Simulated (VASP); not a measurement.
Computed with LDA (Ceperley-Alder, Perdew-Zunger), VASP's LDA PAW potentials (set 64) (plane waves; VASP 6.6.1).

Input for VASP

File KPOINTS:
```
Automatic mesh
0
Gamma
9 9 9
0 0 0
```

### INCAR
```
SYSTEM = Bi
PREC = Accurate
ENCUT = 520
EDIFF = 1E-6
NELM = 100
ALGO = Normal
LREAL = .FALSE.
LASPH = .TRUE.
ISMEAR = 1
SIGMA = 0.1
LMAXMIX = 4
LWAVE = .FALSE.
LCHARG = .FALSE.
IBRION = 2
ISIF = 3
NSW = 60
EDIFFG = -0.01
```

**POSCAR**
```
Bi
1
    4.0455947581    -2.2477594119    -0.0233714402
    4.0455947581     2.2477594119    -0.0233714402
    2.8180681585    -0.0000000000     3.6712800800
Bi
2
Direct
  0.2372456506   0.2372456506   0.2372456506
  0.7627543494   0.7627543494   0.7627543494
```

POTCAR, in this order: Bi_d (LDA.64 set). Program: vasp_std.

What VASP printed:

File OSZICAR:
```
       N       E                     dE             d eps       ncg     rms          rms(c)
DAV:   1     0.292984832914E+03    0.29298E+03   -0.16664E+04  3230   0.193E+03
DAV:   2     0.146057393419E+02   -0.27838E+03   -0.27416E+03  3242   0.459E+02
DAV:   3    -0.833966367426E+01   -0.22945E+02   -0.22539E+02  3795   0.154E+02
DAV:   4    -0.911813630895E+01   -0.77847E+00   -0.77587E+00  3687   0.310E+01
DAV:   5    -0.915498721228E+01   -0.36851E-01   -0.36850E-01  4331   0.612E+00    0.106E+00
DAV:   6    -0.914034856848E+01    0.14639E-01   -0.21763E-02  3947   0.172E+00    0.612E-01
DAV:   7    -0.913357164999E+01    0.67769E-02   -0.12930E-02  3760   0.140E+00    0.105E-01
DAV:   8    -0.913349661302E+01    0.75037E-04   -0.12990E-03  3425   0.471E-01    0.180E-02
DAV:   9    -0.913350246178E+01   -0.58488E-05   -0.55338E-05  4867   0.634E-02    0.816E-03
DAV:  10    -0.913350197844E+01    0.48334E-06   -0.25324E-06  2724   0.129E-02
   1 F= -.91335020E+01 E0= -.91334968E+01  d E =-.913350E+01
```

**OUTCAR**
```
------------------------ aborting loop because EDIFF is reached ----------------------------------------
  FORCE on cell =-STRESS in cart. coord.  units (eV):
  Direction    XX          YY          ZZ          XY          YZ          ZX
  --------------------------------------------------------------------------------------
  Total        0.0020382      0.0145601      0.0131778      0.0000000      0.0000000     -0.0041603
  in kB        0.0486911      0.3478349      0.3148136      0.0000000      0.0000000     -0.0993888
  external PRESSURE =       0.2371132 kB  Pullay stress =       0.0000000 kB
  volume of cell :       67.07
      direct lattice vectors                 reciprocal lattice vectors
     4.045594758 -2.247759412 -0.023371440     0.123045586 -0.222443735 -0.094449576
     4.045594758  2.247759412 -0.023371440     0.123045586  0.222443735 -0.094449576
     2.818068159  0.000000000  3.671280080     0.001566621  0.000000000  0.271182022
 POSITION                                       TOTAL-FORCE (eV/Angst)
 -----------------------------------------------------------------------------------
      2.58817      0.00000      0.85991        -0.002347      0.000000     -0.000780
      8.32108      0.00000      2.76463         0.002347      0.000000      0.000780
 -----------------------------------------------------------------------------------
    total drift:                               -0.000000     -0.000000     -0.000000
  FREE ENERGIE OF THE ION-ELECTRON SYSTEM (eV)
  ---------------------------------------------------
  free  energy   TOTEN  =        -9.1335019784 eV

  energy  without entropy=       -9.1334865569  energy(sigma->0) =       -9.13349684

 reached required accuracy - stopping structural energy minimisation
```
(Selected blocks of OUTCAR.)

OUTCAR:
```
 val. band max:        6.6087301455   @ k =   0.4444   0.0000   0.0000

 cond. band min:       6.6376717665   @ k =   0.2222   0.2222   0.1111


 Fermi energy:         6.6151497358

 k-point     1 :       0.0000    0.0000    0.0000
  band No.  band energies     occupation
      1     -16.3063      2.00000
      2     -16.3063      2.00000
      3     -16.1347      2.00000
      4     -16.1347      2.00000
      5     -16.1236      2.00000
      6     -15.9257      2.00000
      7     -15.9169      2.00000
      8     -15.9169      2.00000
      9     -15.7806      2.00000
     10     -15.7806      2.00000
     11      -6.7311      2.00000
     12      -0.6731      2.00000
     13       5.0964      2.00000
     14       5.3254      2.00000
     15       5.3254      2.00000
     16       9.4288      0.00000
     17       9.7262      0.00000
     18       9.7262      0.00000
     19      12.2027      0.00000

 k-point     2 :       0.1111    0.0000    0.0000
  band No.  band energies     occupation
      1     -16.2947      2.00000
      2     -16.2930      2.00000
      3     -16.1296      2.00000
      4     -16.1271      2.00000
      5     -16.1166      2.00000
      6     -15.9320      2.00000
      7     -15.9233      2.00000
      8     -15.9218      2.00000
      9     -15.7955      2.00000
     10     -15.7932      2.00000
     11      -6.6093      2.00000
     12      -0.9831      2.00000
     13       5.1533      2.00000
     14       5.3351      2.00000
     15       5.3778      2.00000
     16       9.0818      0.00000
     17       9.2306      0.00000
     18       9.3849      0.00000
     19      11.7396      0.00000

 k-point     3 :       0.2222    0.0000    0.0000
  band No.  band energies     occupation
      1     -16.2620      2.00000
      2     -16.2544      2.00000
      3     -16.1161      2.00000
      4     -16.1057      2.00000
      5     -16.0960      2.00000
      6     -15.9526      2.00000
      7     -15.9418      2.00000
...
```

Unless said otherwise, spin-orbit coupling is left out, though it shifts the bands of the heavy elements here.

The compound is Bi in the a7 structure. It was relaxed first, which changed the volume by -5 %. The start is the result of an earlier pass.
